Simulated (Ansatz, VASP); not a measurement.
## ZrGe in two plane-wave programs

Aim: how closely do two programs agree when they are given the same cell, functional and k mesh? The cell is generated by rule, not measured, and may not be a known phase. Of the first pair: The two relaxations start from unlike cells of this crystal (the structure described is Ansatz's start), so only their ends are compared.

Method: plane waves, with VASP 6.6.1 beside it; relaxation of cell and atoms at LDA, in Ansatz 0.2.0.

## 1. The structure

Symmetry: P6_3/mmc, No. 194, hexagonal system. The conventional cell has a = 3.731 Å, b = 3.731 Å, c = 5.970 Å, α = 90.00°, β = 90.00°, γ = 120.00°. Nearest to Zr lie 6 Ge at 2.62 Å. Nearest to Ge lie 6 Zr at 2.62 Å. Farther neighbours are not listed.

## 2. Ansatz: relaxation of cell and atoms, LDA, pair 1

Ansatz runs on its default PAW (the set named soft_2) files.

The relaxed volume is the usual yardstick between codes: in a stiff, nearly cubic crystal its relative difference is about their pressure difference at one cell divided by the bulk modulus.

The input, input.yaml:

```yaml
crystal:
  lattice:
    - [3.73126, 0.0, 0.0]
    - [-1.86563, 3.23137, 0.0]
    - [0.0, 0.0, 5.97002]
  atoms:
    - { symbol: Zr, position: [0.0, 0.0, 0.0] }
    - { symbol: Zr, position: [0.0, 0.0, 0.5] }
    - { symbol: Ge, position: [0.333333, 0.666667, 0.25] }
    - { symbol: Ge, position: [0.666667, 0.333333, 0.75] }
kpoints:
  mp_grid: { grid: [6, 6, 4] }
hamiltonian:
  xc: lda
scf:
  occupations: { method: gaussian, width: 0.1 }
output:
  forces: true
  stress: true
  eigenvalues: true
relax:
  adjacent_minimum: "off"
  f_tol: 0.05
  max_steps: 80
  cell: { stress_tol: 0.5 }
```

The run is started by

```sh
> ansatz run input.yaml --threads 4 --pin off --max-ram 7168MiB --backend cpu --events-out ev --progress --plain --runs-dir out
```

Numbers of over 12 decimals in the logs are rounded to 6 here.

The program printed:

```text
Warning: the atoms were moved onto the symmetric positions of the space group found under crystal.symmetry.tolerance 1.0e-5 (fractional; no operation is sought that the atoms, as they stand in a round, miss by more than twice it, and no atom is moved by as much as it), and the run uses the moved positions. Before a round's move an operation carried an atom to 3.73e-6 Å from where it should land, the largest such dist [...]
The last accepted step is kept in <dir> (removed where the run ends without a failure and the disk answers)
Engine: ansatz 0.2.0, aarch64-unknown-linux-gnu
Pseudopotentials: kind: paw
Pseudopotential: Zr, paw, valence charge 12, recommended cutoff 420 eV (normal), Zr.paw.azcp
Pseudopotential: Ge, paw, valence charge 14, recommended cutoff 420 eV (normal), Ge.paw.azcp
Functional definition: SPW92
  exchange = slater_x
  correlation = pw_c
Crystal: 4 atoms, lattice volume = 71.981 Å³
Basis set: ecut = 420 eV, 1387 PW (Γ)
Bands: 32, of which v1, the nominal top of the filled ones, is band 26 counted from 1 (25 counted from 0)
Symmetry: 24 space group operations
Space group: P63/mmc (ITA 194), of the structure as read, at distance tolerance 4.2e-5 Å
k-points: 21 of 144
Non-local potential: Zr, projectors of the file, l = 0: 3, l = 1: 2, l = 2: 2, l = 3: 2
Non-local potential: Ge, projectors of the file, l = 0: 2, l = 1: 2, l = 2: 3, l = 3: 1
PAW form: soft (Blöchl's): semilocal exchange-correlation on the pseudo side does not see the compensation charge
PAW frozen core: Zr, regenerated for the run's functional, and the local potential with it (the file was generated under x = pbe(κ = 0.804, μ = 0.219515), c = pbe(β = 0.066725))
PAW frozen core: Ge, regenerated for the run's functional, and the local potential with it (the file was generated under x = pbe(κ = 0.804, μ = 0.219515), c = pbe(β = 0.066725))
PAW one-centre angular grid: Zr, 590 points (default); XC on 64 Gauss nodes
PAW one-centre angular grid: Ge, 590 points (default); XC on 64 Gauss nodes
Initial density: superposition of atomic densities (neutral atoms: chi_scale 0, normalization atom), corrected by the library's trained network
Initial wavefunctions: pseudopotential atomic-orbital guess
Functional: x = slater, c = lda
[...]
SCF iter   5: F=—  HF=-16588.818001 eV  |F-HF|=—  |Δ(HF+E_count)|=   2.38e-6  Δρ=3.09e-5  dr2=8.03e-7  ethr=2.09e-8  ⟨swp⟩=2.0  Hψ=1005  notcnv=0
SCF iter   6: F=-16588.818001 eV  HF=-16588.818001 eV  |F-HF|=1.18e-9  |Δ(HF+E_count)|=   9.53e-8  Δρ=3.77e-6  dr2=1.43e-8  ethr=7.69e-10  ⟨swp⟩=5.0  Hψ=2461  notcnv=0
SCF 3 converged in 6 iterations: F = -16588.818001 eV  dr2 = 1.43e-8
relax step   3: F+E_penalty+E_count = -16588.81800077 eV  Δ(F+E_penalty+E_count) = -2.242e-1 eV  max|allowed force component| = 2.533e-16 eV/Å  Δτ_max = 0.0000 Å  P = +2.093 GPa  Ω = 80.391 Å³  energy of the carried Pulay correction = -1.728e-3 eV  (6 SCF iters, dr2 threshold 4.00e-7 eV, accepted)
[...]
relax step   4: F+E_penalty+E_count = -16588.84343036 eV  Δ(F+E_penalty+E_count) = -2.543e-2 eV  max|allowed force component| = 2.220e-16 eV/Å  Δτ_max = 0.0000 Å  P = +0.228 GPa  Ω = 81.190 Å³  energy of the carried Pulay correction = -1.890e-3 eV  (5 SCF iters, dr2 threshold 4.00e-7 eV, accepted)
[...]
relax step   5: F+E_penalty+E_count = -16588.84403123 eV  Δ(F+E_penalty+E_count) = -6.009e-4 eV  max|allowed force component| = 3.793e-16 eV/Å  Δτ_max = 0.0000 Å  P = +0.017 GPa  Ω = 81.245 Å³  energy of the carried Pulay correction = -1.903e-3 eV  (4 SCF iters, dr2 threshold 4.00e-7 eV, accepted)
[...]
relax step   6: F+E_penalty+E_count = -16588.85198873 eV  Δ(F+E_penalty+E_count) = -7.958e-3 eV  max|allowed force component| = 3.331e-16 eV/Å  Δτ_max = 0.0000 Å  P = +0.191 GPa  Ω = 81.245 Å³  stress off target by 4.80e-1 GPa  SCF on the basis re-selected at this cell (its energy is not comparable with the rows above)  (5 SCF iters)
basis re-selected at this cell: Δ(F+E_penalty+E_count) = -7.958e-3 eV, ΔP = +0.174 GPa vs the last step (what re-selecting the basis moved, of the pressure what is left beyond the Pulay correction that the steps carried, after the strain that the cell walked since its last selection, with what the two solves' SCF thresholds leave and, on support functions, any second-order correction that the steps lacked; it is no measure of the basis error at this ecutwfc). The dense FFT grid was sized anew with the basis: this SCF ran on 25×25×45 points, the steps before it on 25×25×40, so part of this shift can come from that change (see relax.cell in the input reference). [rest of the remark cut]
SCF converged after 5 iterations
Free energy (F): -16588.851989 eV
Harris-Foulkes:  -16588.851989 eV  (|F-HF|=6.40e-10)
Internal energy: -16588.837617 eV  (E = F + TS)
E sigma→0 (E₀):  -16588.844803 eV
Entropy (-TS):   -0.014372 eV (-3.593 meV/atom)
Fermi energy:    12.466143 eV
--- Per-component energies (eV) ---
  E_band       = -397.821531
  E_kinetic    = 895.556274
  E_local      = -5761.555180  (includes V_loc(G=0)·N_el)
  E_nonlocal   = 1010.264269
  E_hartree    = 2386.559747
  E_xc         = -474.692517
  E_vxc        = -515.713190  (∫ρ·V_xc dr)
  E_paw        = -9579.908602  (= ΣΔE_a)
  E_vpaw       = -799.495817  (= ΣTr[D̂ρ^β])
  E_aug_tail   = 0.000572  (compensation charges beyond the density's cutoff)
  E_ewald      = -5069.619635
  E_core_change = 4.557454  (= ΣΔE_core)
  E_smearing   = -0.014372  (= −TS)
  E_closure    = -0.000000  (closes the sum)
  Σ components = -16588.851989   (vs F -16588.851989, Δ=0.00e0)
--- Forces (eV/Å), atoms counted from 1 ---
  atom   1  Zr     0.00000000    -0.00000000     0.00000000
  atom   2  Zr    -0.00000000     0.00000000     0.00000000
  atom   3  Ge    -0.00000000    -0.00000000     0.00000000
  atom   4  Ge    -0.00000000     0.00000000    -0.00000000
  max |Σ_I F_I| component: 5.55e-17 eV/Å
--- Stress (GPa, compression-positive) ---
        0.047268       0.000000       0.000000
       -0.000000       0.047268      -0.000000
        0.000000      -0.000000       0.479740
  P = ⅓ Tr σ = 0.1914 GPa (1.914 kbar)
--- Band table (eV; the first three rows and the last of 21) ---
  k-point 0: bands = [... 22 lower, 10.8866, 11.2587, 13.1511, 13.1511, 13.2100, 13.2100, 14.3056, 15.3418, ... 2 higher]
  k-point 1: bands = [... 22 lower, 11.1001, 11.1001, 12.5812, 12.5812, 13.3918, 13.3918, 14.0753, 14.5930, ... 2 higher]
  k-point 2: bands = [... 22 lower, 11.7097, 11.7097, 11.7097, 11.7097, 13.8994, 13.8994, 13.8994, 13.8994, ... 2 higher]
  k-point 20: bands = [... 22 lower, 10.3043, 10.3043, 10.5770, 10.5770, 13.2254, 13.2254, 14.9291, 14.9291, ... 2 higher]
--- Relaxed structure (5 steps of the walk, 5 accepted, 1 SCFs on fresh bases) ---
  F+E_penalty+E_count = -16588.85198873 eV   max|allowed force component| = 3.331e-16 eV/Å   (the final SCF, on the basis selected at the relaxed cell)
  cell:  # Å, volume = 81.2450 Å³
    - [3.738250, 0, 0]
    - [-1.869125, 3.237420, 7.55518170991765e-18]
    - [0, 1.395835642176332e-17, 6.713193]
  atoms:
    - { symbol: Zr, position: [0, 0, 0] }
    - { symbol: Zr, position: [0, 0, 0.500000] }
    - { symbol: Ge, position: [0.333333, 0.666667, 0.250000] }
    - { symbol: Ge, position: [0.666667, 0.333333, 0.750000] }
```

In the SCF lines HF is the Harris–Foulkes energy and dr2 the Hartree energy of the density residual, in eV; the loop may stop once dr2 is under the threshold and the program's other checks hold. Hψ counts applications of the Hamiltonian.

## 3. VASP: relaxation of cell and atoms, LDA, pair 1

Its own start cell and the same functional (in two slightly different forms), mesh and smearing now go to VASP, with its own data sets.

Lines of VASP's logs that name or quote its potential files are left out, and so is its time.

The input, INCAR:

```
SYSTEM = ZrGe
PREC = Accurate
ENCUT = 500
EDIFF = 1E-07
NELM = 120
ISMEAR = 0
SIGMA = 0.1
LREAL = .FALSE.
ALGO = Normal
GGA = PW92
NBANDS = 32
LASPH = .TRUE.
LORBIT = 11
LWAVE = .FALSE.
LCHARG = .FALSE.
ISIF = 3
IBRION = 2
NSW = 80
EDIFFG = -0.005
GGA_COMPAT = .FALSE.
NELMIN = 4
KPAR = 2
```

The input, POSCAR:

```
ZrGe
1.0
    3.7351225940      0.0000000000      0.0000000000
   -1.8675612970      3.2347113710      0.0000000000
    0.0000000000      0.0000000000      6.7341710364
Zr Ge
2 2
Direct
    0.0000000000      0.0000000000      0.0000000000
    0.0000000000      0.0000000000      0.5000000000
    0.3333333333      0.6666666667      0.2500000000
    0.6666666667      0.3333333333      0.7500000000
```

The input, KPOINTS:

```
Automatic mesh
0
Gamma
6 6 4
0 0 0
```

Potentials, in the order of the species: Zr_sv and Ge_d (LDA family, release 64).

The run is started by

```sh
> mpirun -np 2 vasp_std
```

The program printed:

```text
[banner, memory and clock lines left out]
running    2 mpi-ranks, on    1 nodes
 distrk:  each k-point on    1 cores,    2 groups
 distr:  one band on    1 cores,    1 groups

 POSCAR found type information on POSCAR ZrGe
 POSCAR found :  2 types and       4 ions
|                                                                             |
|               ----> ADVICE to this user running VASP <----                  |
|                                                                             |
|     You enforced a specific xc type in the INCAR file but a different       |
|     [... a line on the potential file left out ...]
|     I HOPE YOU KNOW WHAT YOU ARE DOING!                                     |
|                                                                             |

 LDA part: xc-table for (Slater(with rela. corr.)+PW92), standard interpolation
 POSCAR, INCAR and KPOINTS ok, starting setup
 FFT: planning ... GRIDC
 FFT: planning ... GRID_SOFT
 FFT: planning ... GRID
 WAVECAR not read
 entering main loop
       N       E                     dE             d eps       ncg     rms          rms(c)
DAV:   1     0.589755572175E+03    0.58976E+03   -0.26112E+04  1664   0.358E+03
DAV:   2     0.598307542147E+02   -0.52992E+03   -0.51703E+03  1392   0.890E+02
DAV:   3    -0.272292711111E+02   -0.87060E+02   -0.85660E+02  1864   0.210E+02
DAV:   4    -0.333389288491E+02   -0.61097E+01   -0.60924E+01  2008   0.570E+01
DAV:   5    -0.336070595137E+02   -0.26813E+00   -0.26806E+00  1976   0.101E+01    0.184E+01
DAV:   6    -0.315146064484E+02    0.20925E+01   -0.63016E+00  2264   0.488E+01    0.634E+00
DAV:   7    -0.314478861614E+02    0.66720E-01   -0.16434E+00  1816   0.774E+00    0.199E+00
DAV:   8    -0.314315791045E+02    0.16307E-01   -0.15420E-01  1920   0.362E+00    0.108E+00
DAV:   9    -0.314296383913E+02    0.19407E-02   -0.22912E-02  1880   0.127E+00    0.225E-01
DAV:  10    -0.314290958222E+02    0.54257E-03   -0.35366E-03  1912   0.439E-01    0.443E-02
DAV:  11    -0.314291133884E+02   -0.17566E-04   -0.26993E-04  2176   0.120E-01    0.213E-02
DAV:  12    -0.314291070562E+02    0.63323E-05   -0.21704E-05  1904   0.355E-02    0.685E-03
DAV:  13    -0.314291070691E+02   -0.12939E-07   -0.11079E-06  1824   0.765E-03    0.160E-03
DAV:  14    -0.314291070395E+02    0.29607E-07   -0.12844E-07  1096   0.281E-03
   1 F= -.31429107E+02 E0= -.31421554E+02  d E =-.314291E+02
 curvature:   0.00 expect dE= 0.000E+00 dE for cont linesearch  0.000E+00
 trial: gam= 0.00000 g(F)=  0.362E-44 g(S)=  0.108E-03 ort = 0.000E+00 (trialstep = 0.100E+01)
 search vector abs. value=  0.108E-03
 bond charge predicted
       N       E                     dE             d eps       ncg     rms          rms(c)
DAV:   1    -0.314306851010E+02   -0.15780E-02   -0.38266E-02  1552   0.219E+00    0.315E-01
DAV:   2    -0.314294971041E+02    0.11880E-02   -0.35355E-03  1840   0.625E-01    0.134E-01
DAV:   3    -0.314291136764E+02    0.38343E-03   -0.11785E-03  1984   0.290E-01    0.686E-02
DAV:   4    -0.314291083120E+02    0.53643E-05   -0.13900E-04  1856   0.693E-02    0.319E-02
DAV:   5    -0.314290990060E+02    0.93060E-05   -0.35851E-05  2232   0.440E-02    0.169E-02
DAV:   6    -0.314290990945E+02   -0.88445E-07   -0.55573E-06  1704   0.225E-02    0.127E-03
DAV:   7    -0.314290990938E+02    0.66575E-09   -0.24125E-07  1216   0.527E-03
   2 F= -.31429099E+02 E0= -.31421489E+02  d E =0.794571E-05
 trial-energy change:    0.000008  1 .order    0.000011   -0.000108    0.000129
 step:   0.4718(harm=  0.4556)  dis= 0.00000  next Energy=   -31.429133 (dE=-0.257E-04)
 bond charge predicted
       N       E                     dE             d eps       ncg     rms          rms(c)
DAV:   1    -0.314295741659E+02   -0.47507E-03   -0.10641E-02  1536   0.115E+00    0.167E-01
DAV:   2    -0.314292430994E+02    0.33107E-03   -0.98080E-04  1848   0.331E-01    0.706E-02
DAV:   3    -0.314291367118E+02    0.10639E-03   -0.32773E-04  2008   0.154E-01    0.362E-02
DAV:   4    -0.314291351324E+02    0.15793E-05   -0.39065E-05  1832   0.366E-02    0.168E-02
DAV:   5    -0.314291325286E+02    0.26038E-05   -0.10030E-05  2216   0.232E-02    0.897E-03
DAV:   6    -0.314291325476E+02   -0.18961E-07   -0.14487E-06  1680   0.112E-02    0.682E-04
DAV:   7    -0.314291325498E+02   -0.22128E-08   -0.52987E-08   904   0.254E-03
   3 F= -.31429133E+02 E0= -.31421553E+02  d E =-.255102E-04
 curvature:  -0.23 expect dE=-0.120E-05 dE for cont linesearch -0.140E-07
 trial: gam= 0.07292 g(F)=  0.780E-44 g(S)=  0.529E-05 ort =-0.258E-05 (trialstep = 0.894E+00)
 search vector abs. value=  0.548E-05
 reached required accuracy - stopping structural energy minimisation
```

Parts of OUTCAR (step 3):

```text
ion  position               nearest neighbor table
   1  0.000  0.000  0.000-   3 2.74   4 2.74   4 2.74   3 2.74   4 2.74   3 2.74   2 3.37   2 3.37

  LATTYP: Found a hexagonal cell.
 ALAT       =     3.7351225940
 C/A-ratio  =     1.8029317290

 Subroutine GETGRP returns: Found 24 space group operations
 (whereof 12 operations were pure point group operations)

The static configuration has the point symmetry D_3d.
 The point group associated with its full space group is D_6h.

 Found     21 irreducible k-points:

   k-points           NKPTS =     21   k-points in BZ     NKDIM =     21   number of bands    NBANDS=     32

   dimension x,y,z NGX =    28 NGY =   28 NGZ =   50
   dimension x,y,z NGXF=    56 NGYF=   56 NGZF=  100

   ENCUT  =  500.0 eV  36.75 Ry    6.06 a.u.   6.81  6.81 12.28*2*pi/ulx,y,z

   NELECT =      52.0000    total number of electrons

 k-points in reciprocal lattice and weights: Automatic mesh
   0.00000000  0.00000000  0.00000000       0.007
   0.16666667  0.00000000  0.00000000       0.042
   0.33333333  0.00000000  0.00000000       0.042
   0.50000000  0.00000000  0.00000000       0.021
   0.16666667  0.16666667  0.00000000       0.042
   0.33333333  0.16666667  0.00000000       0.083
   0.33333333  0.33333333  0.00000000       0.014
   0.00000000  0.00000000  0.25000000       0.014
   0.16666667  0.00000000  0.25000000       0.083
[...]
0.33333333  0.16666667  0.50000000       0.083
   0.33333333  0.33333333  0.50000000       0.014

 average (electrostatic) potential at core
       1 -75.7401       2 -75.7401       3 -71.3252       4 -71.3252

 E-fermi :   7.6695

 k-point     1 :       0.0000    0.0000    0.0000
  band No.  band energies     occupation
    ...
     20      -0.1563      2.00000
     21       2.8998      2.00000
     22       6.1048      2.00000
     23       6.1048      2.00000
     24       6.4551      2.00000
     25       8.3401      0.00000
     26       8.3401      0.00000
     27       8.4171      0.00000
     28       8.4171      0.00000
     29       9.4652      0.00000
    ...

 k-point     2 :       0.1667    0.0000    0.0000
  band No.  band energies     occupation
    ...
     22       5.8053      2.00000
     23       6.2306      2.00000
     24       6.4553      2.00000
     25       7.0750      2.00000
     26       7.3253      2.00000
     27       7.9122      0.00060
     28       8.7606      0.00000
     29       9.3892      0.00000
     30      10.2328      0.00000
     31      10.4328      0.00000
    ...

 k-point     3 :       0.3333    0.0000    0.0000
  band No.  band energies     occupation
    ...
     22       4.5463      2.00000
     23       5.7489      2.00000
     24       6.0762      2.00000
     25       6.1953      2.00000
     26       6.8257      2.00000
     27       8.0816      0.00000
     28       8.7972      0.00000
     29       9.7488      0.00000
     30      10.3879      0.00000
     31      10.6140      0.00000
    ...

  Total       -0.0135292     -0.0135292      0.0084954      0.0000000     -0.0000000      0.0000000
  in kB       -0.2661893     -0.2661893      0.1671486      0.0000000     -0.0000000      0.0000000
  external PRESSURE =      -0.1217433 kB  Pullay stress =       0.0000000 kB

  energy-cutoff  :      500.00
  volume of cell :       81.43
      direct lattice vectors                 reciprocal lattice vectors
     3.735836412  0.000000000  0.000000000     0.267677674  0.154543762  0.000000000
    -1.867918206  3.235329555  0.000000000     0.000000000  0.309087524  0.000000000
     0.000000000 -0.000000000  6.737305101     0.000000000  0.000000000  0.148427299

 POSITION                                       TOTAL-FORCE (eV/Angst)
 -----------------------------------------------------------------------------------
     -0.00000      0.00000      0.00000         0.000000      0.000000      0.000000
     -0.00000     -0.00000      3.36865         0.000000      0.000000      0.000000
     -0.00000      2.15689      1.68433         0.000000     -0.000000      0.000000
      1.86792      1.07844      5.05298        -0.000000      0.000000     -0.000000
 -----------------------------------------------------------------------------------
    total drift:                                0.000000     -0.000000     -0.000000

  FREE ENERGIE OF THE ION-ELECTRON SYSTEM (eV)
  ---------------------------------------------------
  free  energy   TOTEN  =       -31.4291325498 eV

  energy  without entropy=      -31.4139725888  energy(sigma->0) =      -31.42155257

 reached required accuracy - stopping structural energy minimisation

 total charge
# of ion       s       p       d       tot
------------------------------------------
    1        2.175   5.992   1.641   9.808
    2        2.175   5.992   1.641   9.808
    3        1.166   1.388  10.003  12.557
    4        1.166   1.388  10.003  12.557
--------------------------------------------------
tot          6.681  14.760  23.288  44.729

[... 3 further parts left out ...]
```

CONTCAR:

```
ZrGe
   1.00000000000000
     3.7358364116322722    0.0000000000000000    0.0000000000000000
    -1.8679182058161361    3.2353295553857344    0.0000000000000000
     0.0000000000000000   -0.0000000000000000    6.7373051009802820
  Zr              Ge
     2     2
Direct
     0.0000000000000000    0.0000000000000000    0.0000000000000000
     0.0000000000000000    0.0000000000000000    0.5000000000000000
     0.3333333332999970    0.6666666667000030    0.2500000000000000
     0.6666666667000030    0.3333333332999970    0.7500000000000000
```

The run keeps the 24 symmetry operations of its start, so it cannot find a distortion of lower symmetry.

## 4. Comparison

Known differences besides the potentials themselves: the cutoff is 420 eV in Ansatz and 500 eV in VASP; VASP's log shows a relativistic correction to its local exchange, Ansatz's none; Ansatz adds a Pulay correction to the stress that steers its cell, VASP none. Total energies have different zeros and are not compared.

Compared:

```tsv
quantity	Ansatz	VASP	difference
volume (Å³)	81.24	81.43	-0.23 %
edge a after relaxation, in the typed setting (Å)	3.738	3.736	+0.07 %
edge c after relaxation, in the typed setting (Å)	6.713	6.737	-0.36 %
```

(Continued in part 2 of 2.)

[Lines on the potential files, build, host, timing and source positions are cut from VASP's logs without a mark.]

[Logs are printed without paths, hosts, clocks, repeated set-up lines and the standing remarks that a program may print on its own settings, such as how far it seeks lower states.]

[Hosts, paths, dates, database ids (printed as entryN), source tags and the programs' standing remarks are cut or masked in the printed files.]
